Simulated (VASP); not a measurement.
# In2BiSb2 (P1) in VASP: a series of runs, part 2 of 2

VASP 6.6.1.

## 3. Single point, revPBE

This run uses another cell than the first one, of 32.28 Å³/atom, 1.041 times its volume.

File INCAR:

```
SYSTEM = In2BiSb2
PREC = Accurate
ENCUT = 520
EDIFF = 1E-6
ISMEAR = -1
SIGMA = 0.1
LREAL = .FALSE.
LASPH = .TRUE.
NELM = 80
ALGO = Fast
ISIF = 2
LWAVE = .FALSE.
LCHARG = .FALSE.
GGA = RE
NBANDS = 34
```

File KPOINTS:

```
regular mesh
0
G
  3 4 3
  0 0 0
```

File POSCAR:

```
In2BiSb2
1.0
   -2.2496700000      3.6413260000      4.7729550000
    4.5880280000      0.0227980000      0.0253200000
    2.2861640000      3.6921970000     -4.7947550000
Bi In Sb
1 2 2
Direct
    0.0044745203      0.9812622010      0.0421385958
    0.7303671371      0.2378788572      0.2820800169
    0.2757533074      0.7482312688      0.7240464514
    0.7432785805      0.5256925396      0.6718513777
    0.2661625434      0.4852705442      0.2908361100
```

Potentials or basis: VASP PAW PBE potentials, release 64 (Bi_d, In_d, Sb).

Started as:

```sh
$ cat potpaw_PBE.64/Bi_d/POTCAR potpaw_PBE.64/In_d/POTCAR potpaw_PBE.64/Sb/POTCAR > POTCAR
$ mpirun -np 1 vasp_std > vasp.out
```

OUTCAR:

```text
SYSTEM = In2BiSb2
   PREC = Accurate
   ENCUT = 520
   EDIFF = 1E-6
   ISMEAR = -1
   LREAL = .FALSE.
   LASPH = .TRUE.
   NELM = 80
   ISIF = 2
   GGA = RE

 ion  position               nearest neighbor table
   1  0.004  0.981  0.042-   5 2.95   5 2.97   4 3.26   2 3.35   4 3.35   2 3.39   3 3.58   3 3.71

   2  0.730  0.238  0.282-   4 3.20   5 3.21   1 3.35   4 3.36   1 3.39   5 3.55   5 3.70   4 3.72

   3  0.276  0.748  0.724-   4 3.14   5 3.39   5 3.45   5 3.56   1 3.58   4 3.63   1 3.71   4 3.79

   4  0.743  0.526  0.672-   3 3.14   5 3.18   2 3.20   1 3.26   1 3.35   2 3.36   3 3.63   2 3.72
                             3 3.79
   5  0.266  0.485  0.291-   1 2.95   1 2.97   4 3.18   2 3.21   3 3.39   3 3.45   2 3.55   3 3.56
                             2 3.70
[... 906 lines left out ...]
  Total        2.0265252      2.0475584     -0.7054194     -0.1595251      0.9887119      0.3437090
  in kB       20.1198939     20.3287181     -7.0035957     -1.5838089      9.8162014      3.4124362
  external PRESSURE =      11.1483387 kB  Pullay stress =       0.0000000 kB

 VOLUME and BASIS-vectors are now :
 -----------------------------------------------------------------------------
  energy-cutoff  :      520.00
  volume of cell :      161.38
      direct lattice vectors                 reciprocal lattice vectors
    -2.249670000  3.641326000  4.772955000    -0.001256681  0.136677449  0.104649161
     4.588028000  0.022798000  0.025320000     0.217393675 -0.000775468  0.103057281
     2.286164000  3.692197000 -4.794755000    -0.000102962  0.136051931 -0.103843649

 POSITION                                       TOTAL-FORCE (eV/Angst)
 -----------------------------------------------------------------------------------
      4.58833      0.19425     -0.15584         0.133068     -1.011404      0.023317
      0.09319      3.70642      2.13953        -0.081488     -0.093069     -0.237702
      4.46784      3.69449     -2.13652         0.048365      0.208879      0.162180
      2.27572      5.19911      0.33958         0.073749     -0.163199     -0.278386
      2.29256      2.05407     -0.11182        -0.173694      1.058793      0.330591
 -----------------------------------------------------------------------------------
    total drift:                               -0.000224      0.000834     -0.000055

  FREE ENERGIE OF THE ION-ELECTRON SYSTEM (eV)
  ---------------------------------------------------
  free  energy   TOTEN  =       -15.0611935704 eV

  energy  without entropy=      -14.9671492630  energy(sigma->0) =      -15.01417142
```

OSZICAR:

```text
N       E                     dE             d eps       ncg     rms          rms(c)
DAV:   1     0.474338559749E+03    0.47434E+03   -0.22421E+04  1292   0.162E+03
DAV:   2     0.334637434098E+02   -0.44087E+03   -0.43135E+03  1324   0.424E+02
DAV:   3    -0.129903400677E+02   -0.46454E+02   -0.45407E+02  1600   0.157E+02
DAV:   4    -0.150548149940E+02   -0.20645E+01   -0.20512E+01  1534   0.355E+01
DAV:   5    -0.151597472364E+02   -0.10493E+00   -0.10491E+00  2046   0.749E+00    0.347E+00
RMM:   6    -0.150671343878E+02    0.92613E-01   -0.15554E-01  1429   0.279E+00    0.200E+00
RMM:   7    -0.150605610623E+02    0.65733E-02   -0.72066E-02  1513   0.129E+00    0.600E-01
RMM:   8    -0.150606391038E+02   -0.78041E-04   -0.12455E-02  1721   0.112E+00    0.107E-01
RMM:   9    -0.150610689780E+02   -0.42987E-03   -0.44653E-03  2093   0.424E-01    0.726E-02
RMM:  10    -0.150611630161E+02   -0.94038E-04   -0.81002E-04  2106   0.196E-01    0.486E-02
RMM:  11    -0.150611905176E+02   -0.27502E-04   -0.17099E-04  2002   0.777E-02    0.116E-02
RMM:  12    -0.150611937789E+02   -0.32613E-05   -0.33811E-05  2174   0.334E-02    0.549E-03
RMM:  13    -0.150611935704E+02    0.20850E-06   -0.65267E-06  1365   0.167E-02
   1 F= -.15061194E+02 E0= -.15014171E+02  d E =-.940443E-01
```

Wall time 59 s (1 thread of AMD EPYC 9R45 (Zen 5), shared host); peak memory 0.3 GiB.

Results:

```
Free energy            : -15.0612 eV
Pressure               : 1.1 GPa
Largest force          : 1.123 eV/Å
Band gap on the k mesh : none (metal or under the smearing width)
```

Forces in eV/Å, atoms in the order of the input:
```
Bi   0.133 -1.011  0.023
In  -0.081 -0.093 -0.238
In   0.048  0.209  0.162
Sb   0.074 -0.163 -0.278
Sb  -0.174  1.059  0.331
```

Levels at points of the mesh, in eV from the Fermi level:
| k point | band 24 | band 25 | band 26 | band 27 | band 28 | band 29 |
| --- | --- | --- | --- | --- | --- | --- |
| (0.00, 0.00, 0.00) | -2.23 | -0.34 | -0.12 | 0.64 | 0.81 | 1.50 |
| (0.00, 0.50, 0.00) | -1.30 | -1.08 | -0.65 | 1.07 | 2.36 | 2.71 |

Caveat: the k mesh is coarse (spacing up to 0.38 Å⁻¹), so the values aren't converged; the PAW data sets were made with another functional, which shifts forces and pressure a little; spin-orbit coupling is left out, which moves the levels of the heavy elements.

## 4. Single point, revPBE

This run uses another cell than the first one, of 34.12 Å³/atom, 1.101 times its volume.

File INCAR:

```
PREC = Accurate
ENCUT = 520
EDIFF = 1E-6
ISMEAR = -1
SIGMA = 0.1
LREAL = F
LASPH = T
NELM = 80
ALGO = Normal
ISIF = 2
LWAVE = F
LCHARG = F
GGA = RE
NBANDS = 34
```

File KPOINTS:

```
Automatic mesh
0
Gamma
  3 4 3
```

File POSCAR:

```
In2BiSb2
1.0
   -2.2918420000      3.7095870000      4.8624300000
    4.6740360000      0.0232250000      0.0257950000
    2.3290210000      3.7614120000     -4.8846380000
Bi In Sb
1 2 2
Direct
    0.0033745376      0.9783450492      0.0414173708
    0.7306967796      0.2381457919      0.2823253049
    0.2768903361      0.7472115906      0.7227539072
    0.7413496524      0.5245473677      0.6729973623
    0.2684544967      0.4850698116      0.2921830798
```

Started as:

```sh
$ cat potpaw_PBE.64/Bi_d/POTCAR potpaw_PBE.64/In_d/POTCAR potpaw_PBE.64/Sb/POTCAR > POTCAR
$ mpirun -np 1 vasp_std > vasp.out
```

Run time: 57 s. Hardware: 1 thread of AMD EPYC 9R45 (Zen 5), shared host; peak memory 0.31 GiB.

Results (log left out):

* Free energy: -15.0910 eV
* Pressure: -0.8 GPa
* Largest force: 0.810 eV/Å
* Band gap on the k mesh: none (metal or under the smearing width)

Forces on the atoms (eV/Å):
```
Bi   0.149 -0.758  0.045
In  -0.066 -0.017 -0.169
In   0.040  0.123  0.069
Sb   0.041 -0.093 -0.218
Sb  -0.164  0.744  0.273
```

Stress tensor (GPa, compression positive):
```
-0.28 -0.16  0.31
-0.16 -0.40  0.83
 0.31  0.83 -1.80
```

Levels at points of the mesh, in eV from the Fermi level:
```csv
k point,band 22,band 23,band 24,band 25,band 26,band 27,band 28,band 29,band 30,band 31
"(0.00, 0.00, 0.00)",-2.63,-2.40,-2.10,-0.29,-0.15,0.61,0.81,1.52,1.92,2.53
"(0.00, 0.50, 0.00)",-3.19,-2.41,-1.20,-0.95,-0.62,1.11,2.27,2.61,2.80,3.40
```

Caveat: the k mesh is coarse (spacing up to 0.37 Å⁻¹), so the values aren't converged; the PAW data sets were made with another functional, which shifts forces and pressure a little; spin-orbit coupling is left out, which moves the levels of the heavy elements.

## 5. Summary

| cell | gap on the mesh (eV) | pressure (GPa) | largest force (eV/Å) |
| --- | --- | --- | --- |
| P1, 31.01 Å³/atom | none | 2.9 | 1.39 |
| P1, 32.28 Å³/atom | none | 1.1 | 1.12 |
| P1, 34.12 Å³/atom | none | -0.8 | 0.81 |

Alike in all rows: task single point; level revPBE; potentials or basis VASP PAW PBE potentials, release 64 (Bi_d, In_d, Sb); no spin polarisation; k mesh 3 × 4 × 3; cutoff (eV) 520; smearing fermi-dirac 0.1 eV; the mesh is coarse, so values aren't converged.

Caveats: all runs use coarse meshes; the PAW data sets were made with another functional, which shifts forces and pressure a little; spin-orbit coupling is left out, which moves the levels of the heavy elements.

Absolute energies hang on the potentials; compare differences alone.
